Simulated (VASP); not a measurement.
# Interstitial N in Cu, part 2 of 3

Wanted: what interstitial N costs in Cu and how the lattice relaxes round it.

VASP 6.6.1, plane waves and PAW; the level of theory is named at each step.

So far. Step 2 (The host at zero pressure): The run ended after 3 ionic steps, 0.009 eV below its first step, once forces and stress met EDIFFG = -0.02.

**3. The supercell without the defect**

Level of this step: PBEsol; plane waves and PAW (Cu) (VASP).

System of this step: Cu. It takes space group Fm-3m (No. 225, cubic). The conventional cell has a = 3.563 Å, b = 3.563 Å, c = 3.563 Å, α = 90.00°, β = 90.00°, γ = 90.00°. Nearest to Cu lie 12 Cu at 2.52 Å.

The same cell, mesh and cutoff without the defect give the energy to subtract and, in a gapped host, the band edges to count from, so that most errors cancel.

File INCAR:

```
SYSTEM = Cu
PREC = Normal
ENCUT = 400
EDIFF = 1E-05
NELM = 120
ISMEAR = 1
SIGMA = 0.2
LREAL = Auto
ALGO = Fast
GGA = PS
NBANDS = 208
LASPH = .TRUE.
LORBIT = 11
LWAVE = .FALSE.
LCHARG = .FALSE.
KPAR = 4
NCORE = 2
```

File POSCAR:

```
Cu
1.0
    7.1264299548      0.0000000000      0.0000000000
    0.0000000000      7.1264299548      0.0000000000
    0.0000000000      0.0000000000      7.1264299548
Cu
32
Direct
    0.5000000000      0.0000000000      0.0000000000
    0.7500000000      0.2500000000      0.0000000000
    0.7500000000      0.0000000000      0.2500000000
    0.0000000000      0.0000000000      0.0000000000
    0.2500000000      0.2500000000      0.0000000000
    0.5000000000      0.5000000000      0.0000000000
    0.7500000000      0.7500000000      0.0000000000
    0.2500000000      0.0000000000      0.2500000000
    0.5000000000      0.2500000000      0.2500000000
    0.7500000000      0.5000000000      0.2500000000
    0.5000000000      0.0000000000      0.5000000000
    0.7500000000      0.2500000000      0.5000000000
    0.7500000000      0.0000000000      0.7500000000
    0.0000000000      0.5000000000      0.0000000000
    0.2500000000      0.7500000000      0.0000000000
    0.0000000000      0.2500000000      0.2500000000
    0.2500000000      0.5000000000      0.2500000000
    0.5000000000      0.7500000000      0.2500000000
    0.0000000000      0.0000000000      0.5000000000
    0.2500000000      0.2500000000      0.5000000000
    0.5000000000      0.5000000000      0.5000000000
    0.7500000000      0.7500000000      0.5000000000
    0.2500000000      0.0000000000      0.7500000000
    0.5000000000      0.2500000000      0.7500000000
    0.7500000000      0.5000000000      0.7500000000
    0.0000000000      0.7500000000      0.2500000000
    0.0000000000      0.5000000000      0.5000000000
    0.2500000000      0.7500000000      0.5000000000
    0.0000000000      0.2500000000      0.7500000000
    0.2500000000      0.5000000000      0.7500000000
    0.5000000000      0.7500000000      0.7500000000
    0.0000000000      0.7500000000      0.7500000000
```

File KPOINTS:

```
Automatic mesh
0
Monkhorst-Pack
5 5 5
0 0 0
```

Potentials, in the order of the species: Cu (PBE family, release 64).

Started as:

```bash
$ mpirun -np 8 vasp_std
```

Log:

```text
[banner, memory and clock lines left out]
running    8 mpi-ranks, on    1 nodes
 distrk:  each k-point on    2 cores,    4 groups
 distr:  one band on    2 cores,    1 groups

 POSCAR found type information on POSCAR Cu
 POSCAR found :  1 types and      32 ions
 [... a notice as in an earlier step ...]

 LDA part: xc-table for (Slater+PW92), standard interpolation
 POSCAR, INCAR and KPOINTS ok, starting setup
 FFT: planning ... GRIDC
 FFT: planning ... GRID_SOFT
 FFT: planning ... GRID
 WAVECAR not read
 entering main loop
       N       E                     dE             d eps       ncg     rms          rms(c)
DAV:   1     0.364700953358E+04    0.36470E+04   -0.11545E+05  4160   0.254E+03
DAV:   2     0.541109150730E+03   -0.31059E+04   -0.30084E+04  4160   0.586E+02
DAV:   3    -0.116702667089E+03   -0.65781E+03   -0.61304E+03  4160   0.287E+02
DAV:   4    -0.171745345525E+03   -0.55043E+02   -0.52081E+02  4400   0.112E+02
DAV:   5    -0.173028960517E+03   -0.12836E+01   -0.12778E+01  4576   0.206E+01    0.475E+01
RMM:   6    -0.147924440145E+03    0.25105E+02   -0.35531E+02  4337   0.113E+02    0.234E+01
RMM:   7    -0.137837632527E+03    0.10087E+02   -0.72819E+01  4323   0.542E+01    0.459E+00
RMM:   8    -0.137890637169E+03   -0.53005E-01   -0.51955E+00  4525   0.465E+00    0.885E-01
RMM:   9    -0.137892491357E+03   -0.18542E-02   -0.55086E-01  4717   0.436E+00    0.341E-01
RMM:  10    -0.137900284970E+03   -0.77936E-02   -0.96153E-02  4785   0.672E-01    0.581E-02
RMM:  11    -0.137900068526E+03    0.21644E-03   -0.12202E-02  4559   0.608E-01    0.177E-01
RMM:  12    -0.137899972866E+03    0.95660E-04   -0.52415E-03  4849   0.280E-01    0.225E-02
RMM:  13    -0.137900066000E+03   -0.93134E-04   -0.90994E-04  4570   0.795E-02    0.214E-02
RMM:  14    -0.137900075265E+03   -0.92657E-05   -0.12165E-04  3858   0.345E-02    0.163E-02
RMM:  15    -0.137900065397E+03    0.98686E-05   -0.28302E-05  2907   0.279E-02
   1 F= -.13790007E+03 E0= -.13789768E+03  d E =-.714911E-02
```

It took 34 s on 8 MPI ranks of AMD EPYC 9R45, shared host; peak memory 2.3 GiB; 3.7 min of CPU time.

OUTCAR, selected parts (step 3):

```text
  LATTYP: Found a simple cubic cell.
 ALAT       =     7.1264299548

The static configuration has the point symmetry O_h .

 Found     10 irreducible k-points:

   k-points           NKPTS =     10   k-points in BZ     NKDIM =     10   number of bands    NBANDS=    208

   dimension x,y,z NGX =    36 NGY =   36 NGZ =   36
   dimension x,y,z NGXF=    72 NGYF=   72 NGZF=   72

   ENCUT  =  400.0 eV  29.40 Ry    5.42 a.u.  11.62 11.62 11.62*2*pi/ulx,y,z

   NELECT =     352.0000    total number of electrons

 E-fermi :   7.8665

 k-point     1 :       0.0000    0.0000    0.0000
  band No.  band energies     occupation
    ...
    179       7.6525      2.06189
    180       7.6525      2.06189
    181       7.6525      2.06189
    182       7.6525      2.06189
    183       7.6525      2.06189
    184       9.3673     -0.00000
    185       9.3673     -0.00000
    186       9.3673     -0.00000
    187      11.9039      0.00000
    188      11.9039      0.00000
    ...

 k-point     2 :       0.2000    0.0000    0.0000
  band No.  band energies     occupation
    ...
    175       7.0902      2.00000
    176       7.6318      2.07005
    177       7.6318      2.07005
    178       7.6318      2.07005
    179       7.6318      2.07005
    180       8.5195     -0.00004
    181       8.5195     -0.00004
    182       8.5195     -0.00004
    183       8.5195     -0.00004
    184       8.6605     -0.00000
    ...

  Total       -0.6417758     -0.6417758     -0.6417758     -0.0000000      0.0000000     -0.0000000
  in kB       -2.8410435     -2.8410435     -2.8410435     -0.0000000      0.0000000     -0.0000000
  external PRESSURE =      -2.8410435 kB  Pullay stress =       0.0000000 kB

  energy-cutoff  :      400.00
  volume of cell :      361.92
      direct lattice vectors                 reciprocal lattice vectors
     7.126429955  0.000000000  0.000000000     0.140322715  0.000000000  0.000000000
     0.000000000  7.126429955  0.000000000     0.000000000  0.140322715  0.000000000
     0.000000000  0.000000000  7.126429955     0.000000000  0.000000000  0.140322715

 POSITION                                       TOTAL-FORCE (eV/Angst)
 -----------------------------------------------------------------------------------
      3.56321      0.00000      0.00000        -0.000000      0.000000     -0.000000
      5.34482      1.78161      0.00000         0.000000     -0.000000      0.000000
      5.34482      0.00000      1.78161         0.000000     -0.000000      0.000000
      0.00000      0.00000      0.00000         0.000000     -0.000000      0.000000
      1.78161      1.78161      0.00000        -0.000000     -0.000000      0.000000
      3.56321      3.56321      0.00000        -0.000000     -0.000000      0.000000
      5.34482      5.34482      0.00000         0.000000      0.000000      0.000000
      1.78161      0.00000      1.78161        -0.000000     -0.000000     -0.000000
      3.56321      1.78161      1.78161        -0.000000     -0.000000      0.000000
      5.34482      3.56321      1.78161         0.000000     -0.000000      0.000000
      3.56321      0.00000      3.56321        -0.000000      0.000000      0.000000
      5.34482      1.78161      3.56321        -0.000000     -0.000000     -0.000000
      5.34482      0.00000      5.34482        -0.000000     -0.000000     -0.000000
      0.00000      3.56321      0.00000        -0.000000      0.000000      0.000000
      1.78161      5.34482      0.00000         0.000000      0.000000      0.000000
      0.00000      1.78161      1.78161         0.000000     -0.000000      0.000000
      1.78161      3.56321      1.78161        -0.000000      0.000000      0.000000
      3.56321      5.34482      1.78161         0.000000      0.000000     -0.000000
      0.00000      0.00000      3.56321         0.000000      0.000000     -0.000000
      1.78161      1.78161      3.56321         0.000000     -0.000000     -0.000000
      3.56321      3.56321      3.56321        -0.000000      0.000000     -0.000000
      5.34482      5.34482      3.56321         0.000000     -0.000000     -0.000000
      1.78161      0.00000      5.34482        -0.000000      0.000000      0.000000
      3.56321      1.78161      5.34482         0.000000      0.000000     -0.000000
      5.34482      3.56321      5.34482         0.000000      0.000000      0.000000
      0.00000      5.34482      1.78161        -0.000000      0.000000      0.000000
      0.00000      3.56321      3.56321         0.000000      0.000000     -0.000000
      1.78161      5.34482      3.56321        -0.000000      0.000000     -0.000000
      0.00000      1.78161      5.34482         0.000000     -0.000000      0.000000
      1.78161      3.56321      5.34482        -0.000000      0.000000     -0.000000
      3.56321      5.34482      5.34482        -0.000000      0.000000     -0.000000
      0.00000      5.34482      5.34482        -0.000000     -0.000000      0.000000
 -----------------------------------------------------------------------------------
    total drift:                                0.000000      0.000000      0.000000

  FREE ENERGIE OF THE ION-ELECTRON SYSTEM (eV)
  ---------------------------------------------------
  free  energy   TOTEN  =      -137.9000653968 eV

  energy  without entropy=     -137.8929162893  energy(sigma->0) =     -137.89768236

 total charge
# of ion       s       p       d       tot
------------------------------------------
    1        0.465   0.419   9.170  10.054
    2        0.465   0.419   9.170  10.054
    3        0.465   0.419   9.170  10.054
    4        0.465   0.419   9.170  10.054
    5        0.465   0.419   9.170  10.054
    6        0.465   0.419   9.170  10.054
    7        0.465   0.419   9.170  10.054
    8        0.465   0.419   9.170  10.054
    9        0.465   0.419   9.170  10.054
   10        0.465   0.419   9.170  10.054
   11        0.465   0.419   9.170  10.054
   12        0.465   0.419   9.170  10.054
   13        0.465   0.419   9.170  10.054
   14        0.465   0.419   9.170  10.054
   15        0.465   0.419   9.170  10.054
   16        0.465   0.419   9.170  10.054
   17        0.465   0.419   9.170  10.054
   18        0.465   0.419   9.170  10.054
   19        0.465   0.419   9.170  10.054
   20        0.465   0.419   9.170  10.054
   21        0.465   0.419   9.170  10.054
   22        0.465   0.419   9.170  10.054
   23        0.465   0.419   9.170  10.054
   24        0.465   0.419   9.170  10.054
   25        0.465   0.419   9.170  10.054
   26        0.465   0.419   9.170  10.054
   27        0.465   0.419   9.170  10.054
   28        0.465   0.419   9.170  10.054
   29        0.465   0.419   9.170  10.054
   30        0.465   0.419   9.170  10.054
   31        0.465   0.419   9.170  10.054
   32        0.465   0.419   9.170  10.054
--------------------------------------------------
tot         14.880  13.401 293.439 321.720

[... 1 part as in an earlier step ...]

[... 7 further parts left out ...]
```

This step gave:

| Property | Result |
| --- | --- |
| electronic cycles | 15 |
| electrons | 352 |
| free energy (TOTEN) | -137.9001 eV |
| energy at zero smearing | -137.8977 eV |
| Fermi energy | 7.867 eV |

The host is treated as a metal, as its relaxation found a gap under 0.3 eV or none, and only the neutral defect is run.

**4. Relaxing the atoms**

This step: PBEsol; plane waves and PAW (N) (VASP 6.6.1).

System of this step: N2. The cell holds 2 atoms: 2 N. Cell: a = 11.000 Å, b = 11.500 Å, c = 14.000 Å, α = 90.0°, β = 90.0°, γ = 90.0°. Vacuum lies along a, b and c.

The reference for N is the N2 molecule, relaxed in a box at the cutoff of the large cell.

File INCAR:

```
SYSTEM = N
PREC = Normal
ENCUT = 400
EDIFF = 1E-05
NELM = 120
ISMEAR = 0
SIGMA = 0.01
LREAL = Auto
ALGO = Fast
GGA = PS
NBANDS = 11
LORBIT = 11
LWAVE = .FALSE.
LCHARG = .FALSE.
NCORE = 8
LASPH = .TRUE.
IBRION = 2
NSW = 20
ISIF = 2
EDIFFG = -0.03
POTIM = 0.4
MAXMIX = 40
ISYM = 0
```

File POSCAR:

```
N
1.0
   11.0000000000      0.0000000000      0.0000000000
    0.0000000000     11.5000000000      0.0000000000
    0.0000000000      0.0000000000     14.0000000000
N
2
Direct
    0.5000000000      0.5000000000      0.4607142900
    0.5000000000      0.5000000000      0.5392857100
```

File KPOINTS:

```
Automatic mesh
0
Gamma
1 1 1
0 0 0
```

Potentials, in the order of the species: N (PBE family, release 64).

Started as:

```bash
$ mpirun -np 8 vasp_gam
```

Log:

```text
[banner, memory and clock lines left out]
running    8 mpi-ranks, on    1 nodes
 distrk:  each k-point on    8 cores,    1 groups
 distr:  one band on    8 cores,    1 groups

 POSCAR found type information on POSCAR N
 POSCAR found :  1 types and       2 ions
 [... a notice as in an earlier step ...]

|                                                                             |
|               ----> ADVICE to this user running VASP <----                  |
|                                                                             |
|     You have a (more or less) 'small supercell' and for smaller cells       |
|     it is recommended to use the reciprocal-space projection scheme!        |
|     The real-space optimization is not efficient for small cells and it     |
|     is also less accurate ...                                               |
|     Therefore, set LREAL=.FALSE. in the INCAR file.                         |
|                                                                             |

 [... a notice as in an earlier step ...]

 LDA part: xc-table for (Slater+PW92), standard interpolation
 POSCAR, INCAR and KPOINTS ok, starting setup
 FFT: planning ... GRIDC
 FFT: planning ... GRID_SOFT
 FFT: planning ... GRID
 WAVECAR not read
 entering main loop
       N       E                     dE             d eps       ncg     rms          rms(c)
DAV:   1     0.992230085106E+02    0.99223E+02   -0.21254E+03    30   0.391E+02
DAV:   2     0.104364843737E+02   -0.88787E+02   -0.88537E+02    44   0.739E+01
DAV:   3    -0.161948287209E+02   -0.26631E+02   -0.26593E+02    28   0.767E+01
DAV:   4    -0.178571171676E+02   -0.16623E+01   -0.16605E+01    38   0.239E+01
DAV:   5    -0.178582573124E+02   -0.11401E-02   -0.11401E-02    28   0.596E-01    0.803E+00
RMM:   6    -0.171745222503E+02    0.68374E+00   -0.81692E-01    22   0.586E+00    0.459E+00
RMM:   7    -0.170198133551E+02    0.15471E+00   -0.11209E+00    22   0.664E+00    0.112E+00
RMM:   8    -0.170145833096E+02    0.52300E-02   -0.18975E-01    22   0.315E+00    0.437E-01
RMM:   9    -0.170089824780E+02    0.56008E-02   -0.20471E-02    22   0.110E+00    0.611E-02
RMM:  10    -0.170106048725E+02   -0.16224E-02   -0.71894E-03    22   0.520E-01    0.996E-02
RMM:  11    -0.170115149233E+02   -0.91005E-03   -0.10622E-03    22   0.250E-01    0.191E-02
RMM:  12    -0.170117846002E+02   -0.26968E-03   -0.17502E-04    22   0.861E-02    0.145E-02
RMM:  13    -0.170127741532E+02   -0.98955E-03   -0.15250E-04    21   0.631E-02    0.849E-03
RMM:  14    -0.170129710248E+02   -0.19687E-03   -0.86576E-05    21   0.350E-02    0.469E-03
RMM:  15    -0.170133072905E+02   -0.33627E-03   -0.71525E-05    21   0.400E-02    0.107E-02
RMM:  16    -0.170133289327E+02   -0.21642E-04   -0.18671E-05    18   0.248E-02    0.265E-03
RMM:  17    -0.170133791085E+02   -0.50176E-04   -0.91699E-06    17   0.172E-02    0.404E-03
RMM:  18    -0.170133871414E+02   -0.80329E-05   -0.86055E-07    16   0.615E-03
   1 F= -.17013387E+02 E0= -.17013387E+02  d E =-.170134E+02
 curvature:   0.00 expect dE= 0.000E+00 dE for cont linesearch  0.000E+00
 trial: gam= 0.00000 g(F)=  0.501E+00 g(S)=  0.000E+00 ort = 0.000E+00 (trialstep = 0.100E+01)
 search vector abs. value=  0.501E+00
 bond charge predicted
       N       E                     dE             d eps       ncg     rms          rms(c)
DAV:   1    -0.156323090679E+02    0.13811E+01   -0.99483E+01    22   0.800E+01    0.397E+00
RMM:   2    -0.154576920378E+02    0.17462E+00   -0.80582E-01    22   0.730E+00    0.214E+00
RMM:   3    -0.154249181613E+02    0.32774E-01   -0.10356E-01    22   0.293E+00    0.141E+00
RMM:   4    -0.154038581100E+02    0.21060E-01   -0.26612E-01    22   0.315E+00    0.273E-01
RMM:   5    -0.154139786419E+02   -0.10121E-01   -0.23704E-02    22   0.116E+00    0.159E-01
RMM:   6    -0.154186617020E+02   -0.46831E-02   -0.12003E-02    22   0.631E-01    0.116E-01
RMM:   7    -0.154211326253E+02   -0.24709E-02   -0.30834E-03    23   0.309E-01    0.127E-01
RMM:   8    -0.154213740787E+02   -0.24145E-03   -0.27928E-04    22   0.118E-01    0.909E-02
RMM:   9    -0.154219358996E+02   -0.56182E-03   -0.11298E-03    22   0.194E-01    0.194E-02
RMM:  10    -0.154220918055E+02   -0.15591E-03   -0.11117E-04    22   0.706E-02    0.958E-03
RMM:  11    -0.154222206562E+02   -0.12885E-03   -0.88369E-05    21   0.498E-02    0.188E-02
RMM:  12    -0.154222288726E+02   -0.82164E-05   -0.22652E-05    20   0.314E-02
   2 F= -.15422229E+02 E0= -.15422229E+02  d E =0.159116E+01
[...]
3 F= -.17032853E+02 E0= -.17032853E+02  d E =-.194660E-01
 curvature:  -0.08 expect dE=-0.287E-03 dE for cont linesearch -0.287E-03
 ZBRENT: interpolating
 opt :   0.0799  next Energy=   -17.033004 (dE=-0.196E-01)
 bond charge predicted
       N       E                     dE             d eps       ncg     rms          rms(c)
DAV:   1    -0.170330254966E+02   -0.18070E-03   -0.49406E-03    30   0.578E-01    0.349E-02
RMM:   2    -0.170330070157E+02    0.18481E-04   -0.39014E-05    21   0.445E-02    0.219E-02
RMM:   3    -0.170330036207E+02    0.33951E-05   -0.28397E-05    20   0.323E-02
   4 F= -.17033004E+02 E0= -.17033004E+02  d E =-.196165E-01
 curvature:  -0.04 expect dE=-0.380E-06 dE for cont linesearch -0.380E-06
 trial: gam= 0.00000 g(F)=  0.951E-05 g(S)=  0.000E+00 ort =-0.218E-02 (trialstep = 0.816E+00)
 search vector abs. value=  0.951E-05
 reached required accuracy - stopping structural energy minimisation
```

Run time: 4.6 s. Hardware: 8 MPI ranks; peak memory 1.2 GiB.

OUTCAR, selected parts (step 4):

```text
 Found      1 irreducible k-points:

   k-points           NKPTS =      1   k-points in BZ     NKDIM =      1   number of bands    NBANDS=     11

   dimension x,y,z NGX =    54 NGY =   56 NGZ =   70
   dimension x,y,z NGXF=   108 NGYF=  112 NGZF=  140

   ENCUT  =  400.0 eV  29.40 Ry    5.42 a.u.  17.94 18.75 22.83*2*pi/ulx,y,z

   NELECT =      10.0000    total number of electrons

 E-fermi :  -9.9450

 k-point     1 :       0.0000    0.0000    0.0000
  band No.  band energies     occupation
      1     -28.0530      2.00000
      2     -13.4141      2.00000
      3     -11.4738      2.00000
      4     -11.4727      2.00000
      5     -10.0670      2.00000
      6      -2.0712      0.00000
      7      -2.0701      0.00000
      8      -0.1562      0.00000
      9       0.6049      0.00000
     10       0.6144      0.00000
    ...

  Total       -1.0328858     -0.9935157     -1.2391891      0.0000045     -0.0000125     -0.0000080
  in kB       -0.9344248     -0.8988076     -1.1210619      0.0000040     -0.0000113     -0.0000072
  external PRESSURE =      -0.9847648 kB  Pullay stress =       0.0000000 kB

  energy-cutoff  :      400.00
  volume of cell :     1771.00
      direct lattice vectors                 reciprocal lattice vectors
    11.000000000  0.000000000  0.000000000     0.090909091  0.000000000  0.000000000
     0.000000000 11.500000000  0.000000000     0.000000000  0.086956522  0.000000000
     0.000000000  0.000000000 14.000000000     0.000000000  0.000000000  0.071428571

 POSITION                                       TOTAL-FORCE (eV/Angst)
 -----------------------------------------------------------------------------------
      5.50000      5.75000      6.44215        -0.000003     -0.000007      0.011101
      5.50000      5.75000      7.55785         0.000003      0.000007     -0.011101
 -----------------------------------------------------------------------------------
    total drift:                               -0.000006      0.000007     -0.000067

  FREE ENERGIE OF THE ION-ELECTRON SYSTEM (eV)
  ---------------------------------------------------
  free  energy   TOTEN  =       -17.0330036207 eV

  energy  without entropy=      -17.0330036207  energy(sigma->0) =      -17.03300362

 total charge
# of ion       s       p       d       tot
------------------------------------------
    1        1.381   2.412   0.000   3.794
    2        1.381   2.412   0.000   3.794
--------------------------------------------------
tot          2.763   4.825   0.000   7.587

[... 1 part as in an earlier step ...]

[... 3 further parts left out ...]
```

The steps of the relaxation:

```csv
step,energy less that of the first step (eV),largest force (eV/Å)
1,0.0000,2.5480
2,1.5912,14.0802
3,-0.0195,0.2210
4,-0.0196,0.0111
```

Final coordinates:

```xyz
2
Lattice="11.0000 0.0000 0.0000 0.0000 11.5000 0.0000 0.0000 0.0000 14.0000" Properties=species:S:1:pos:R:3
N     5.5000    5.7500    6.4421
N     5.5000    5.7500    7.5579
```

Numbers from this step:

* electronic cycles: 43
* electrons: 10
* free energy (TOTEN): -17.03 eV
* gap between the highest filled and lowest empty level: 7.996 eV

The run ended after 4 ionic steps, 0.020 eV below its first step, once the forces on the free atoms met EDIFFG = -0.03.

Energy at zero smearing: -17.03300 eV.

(Continued in part 3 of 3.)

[Lines on the potential files, build, host, timing and source positions are cut from VASP's logs without a mark.]

[Logs are printed without paths, hosts, clocks, repeated set-up lines and the standing remarks that a program may print on its own settings, such as how far it seeks lower states.]

[Hosts, paths, dates, database ids (printed as entryN), source tags and the programs' standing remarks are cut or masked in the printed files.]

[In band tables of VASP the shares of atoms and orbitals are scaled to a sum of 1 inside the atoms' spheres.]

[Runs that stopped without an error message from VASP are left out.]
